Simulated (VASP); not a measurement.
OSZICAR of a VASP run on HfN (relaxed from the TiAs structure, space group P6_3/mmc):

File OSZICAR:
```
       N       E                     dE             d eps       ncg     rms          rms(c)
DAV:   1     0.303764384427E+03    0.30376E+03   -0.34196E+04  2016   0.168E+03
DAV:   2    -0.813195624295E+02   -0.38508E+03   -0.37624E+03  2512   0.407E+02
DAV:   3    -0.101322190597E+03   -0.20003E+02   -0.19634E+02  2496   0.754E+01
DAV:   4    -0.101653303554E+03   -0.33111E+00   -0.32779E+00  2504   0.947E+00
DAV:   5    -0.101658563024E+03   -0.52595E-02   -0.52455E-02  2496   0.101E+00    0.105E+02
DAV:   6    -0.913460124375E+02    0.10313E+02   -0.65967E+01  2256   0.322E+01    0.852E+01
DAV:   7    -0.912510884456E+02    0.94924E-01   -0.75419E+00  2272   0.126E+01    0.187E+01
DAV:   8    -0.910113148503E+02    0.23977E+00   -0.14313E+00  2308   0.462E+00    0.292E+00
DAV:   9    -0.910036675648E+02    0.76473E-02   -0.87664E-02  2392   0.170E+00    0.277E+00
DAV:  10    -0.910028471836E+02    0.82038E-03   -0.10998E-02  2456   0.581E-01    0.365E-01
DAV:  11    -0.910027275167E+02    0.11967E-03   -0.14962E-03  2500   0.206E-01    0.808E-02
DAV:  12    -0.910027250675E+02    0.24492E-05   -0.13680E-04  2508   0.646E-02    0.311E-02
DAV:  13    -0.910027216657E+02    0.34018E-05   -0.26924E-05  2420   0.290E-02    0.687E-02
DAV:  14    -0.910027220052E+02   -0.33953E-06   -0.90748E-06  2204   0.156E-02
   1 F= -.91002722E+02 E0= -.91002801E+02  d E =-.910027E+02
       N       E                     dE             d eps       ncg     rms          rms(c)
DAV:   1    -0.909856391526E+02    0.17083E-01   -0.43834E+00  2024   0.119E+01    0.286E+00
DAV:   2    -0.910038719899E+02   -0.18233E-01   -0.20467E-01  2536   0.252E+00    0.107E+00
DAV:   3    -0.910024808923E+02    0.13911E-02   -0.13631E-02  2468   0.657E-01    0.623E-01
DAV:   4    -0.910022503209E+02    0.23057E-03   -0.36524E-03  2556   0.323E-01    0.305E-01
DAV:   5    -0.910022449951E+02    0.53258E-05   -0.38470E-04  2356   0.119E-01    0.936E-02
DAV:   6    -0.910022424076E+02    0.25876E-05   -0.81631E-05  2396   0.480E-02    0.416E-02
DAV:   7    -0.910022340295E+02    0.83781E-05   -0.41724E-05  2420   0.324E-02    0.108E-02
DAV:   8    -0.910022347398E+02   -0.71036E-06   -0.56516E-06  1964   0.111E-02
   2 F= -.91002235E+02 E0= -.91002011E+02  d E =0.487265E-03
       N       E                     dE             d eps       ncg     rms          rms(c)
DAV:   1    -0.910037406010E+02   -0.15066E-02   -0.11386E+00  2016   0.606E+00    0.143E+00
DAV:   2    -0.910083931241E+02   -0.46525E-02   -0.52620E-02  2540   0.129E+00    0.550E-01
DAV:   3    -0.910080592162E+02    0.33391E-03   -0.37644E-03  2524   0.338E-01    0.315E-01
DAV:   4    -0.910080042717E+02    0.54945E-04   -0.11083E-03  2608   0.170E-01    0.164E-01
DAV:   5    -0.910079989958E+02    0.52759E-05   -0.13414E-04  2416   0.661E-02    0.424E-02
DAV:   6    -0.910079989101E+02    0.85709E-07   -0.16451E-05  2352   0.228E-02    0.156E-02
DAV:   7    -0.910079983031E+02    0.60695E-06   -0.28561E-06  1724   0.924E-03
   3 F= -.91007998E+02 E0= -.91007977E+02  d E =-.527630E-02
       N       E                     dE             d eps       ncg     rms          rms(c)
DAV:   1    -0.910095299937E+02   -0.15311E-02   -0.83702E-02  2036   0.176E+00    0.822E-01
DAV:   2    -0.910085363365E+02    0.99366E-03   -0.40883E-03  2512   0.344E-01    0.187E-01
DAV:   3    -0.910081767943E+02    0.35954E-03   -0.42554E-04  2264   0.123E-01    0.114E-01
DAV:   4    -0.910081109551E+02    0.65839E-04   -0.14946E-04  2412   0.689E-02    0.107E-01
DAV:   5    -0.910081109779E+02   -0.22802E-07   -0.25697E-05  2408   0.222E-02    0.152E-02
DAV:   6    -0.910081091915E+02    0.17864E-05   -0.14640E-05  2076   0.181E-02    0.459E-03
DAV:   7    -0.910081092276E+02   -0.36065E-07   -0.15692E-06  1440   0.697E-03
   4 F= -.91008109E+02 E0= -.91008035E+02  d E =-.110924E-03
       N       E                     dE             d eps       ncg     rms          rms(c)
DAV:   1    -0.910084897409E+02   -0.38055E-03   -0.15556E-02  2036   0.759E-01    0.355E-01
DAV:   2    -0.910083050761E+02    0.18466E-03   -0.77078E-04  2492   0.149E-01    0.798E-02
DAV:   3    -0.910082379000E+02    0.67176E-04   -0.78154E-05  2288   0.529E-02    0.486E-02
DAV:   4    -0.910082240538E+02    0.13846E-04   -0.28236E-05  2396   0.301E-02    0.456E-02
DAV:   5    -0.910082218485E+02    0.22053E-05   -0.43382E-06  2052   0.933E-03    0.829E-03
DAV:   6    -0.910082209636E+02    0.88494E-06   -0.21928E-06  1572   0.765E-03
   5 F= -.91008221E+02 E0= -.91008170E+02  d E =-.222660E-03
```

Problem. Which electronic solver shows in the log?

Solution. It is blocked Davidson (ALGO = Normal, or the opening steps of other solvers). The INCAR had ALGO = Normal.

Problem. Can the final energy be trusted as converged?

Solution. The run converged. It stopped with EDIFF = 1E-6, NELM = 100, NSW = 60 and EDIFFG = -0.02 after 5 ionic steps (PBEsol GGA, plane waves, VASP's PBE PAW potentials (set 64)).

The structure was generated: HfN was put into the TiAs type (P6_3/mmc), which need not be its known phase. This run relaxes it. Symmetry was kept, so distortions that lower it aren't found. The start is the result of an earlier pass.
